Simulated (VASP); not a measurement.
Runs of VASP 6.6.1 on OSiClBrH2. The cell holds a molecule in a box, 6 atoms: a = 12.000 Å, b = 13.000 Å, c = 12.000 Å, α = 90.00°, β = 90.00°, γ = 90.00°. 

```csv
task,level,cell,grid for exact exchange (PRECFOCK),exchange at q = 0,screening parameter,gap on the mesh (eV),largest force (eV/Å)
electron localisation function,PBE,as given,-,-,-,6.21,0.56
single point,PBE,"atoms moved at random, drawn with an rms of 0.05 Å",-,-,-,6.05,3.21
single point,PBE,as given,-,-,-,6.21,0.56
relaxation of the atoms,PBE,"atoms relaxed from: atoms moved at random, drawn with an rms of 0.02 Å",-,-,-,6.09,-
single point,r2SCAN0+D4,as given,Normal,default,-,8.67,0.41
single point,BLYP,as given,-,-,-,6.08,(a)
atomic charges,PBE+TS,as given,-,-,-,6.21,0.56
single point,HSE06+D3(BJ),as given,Normal,-,0.2 1/A,7.48,(b)
```

Alike in all rows: potentials or basis VASP PAW PBE potentials, release 64 (O, Si, Cl, Br, H); no spin polarisation; k mesh 1 × 1 × 1; cutoff (eV) 520; smearing gaussian 0.01 eV.

Q: Estimate the missing entries.

A: (a) 0.62; (b) 0.11.

Caveats: the PAW data sets were made with another functional, which shifts forces and pressure a little (some runs).

A k mesh can miss the band edges, and the runs leave out spin-orbit coupling on Br.
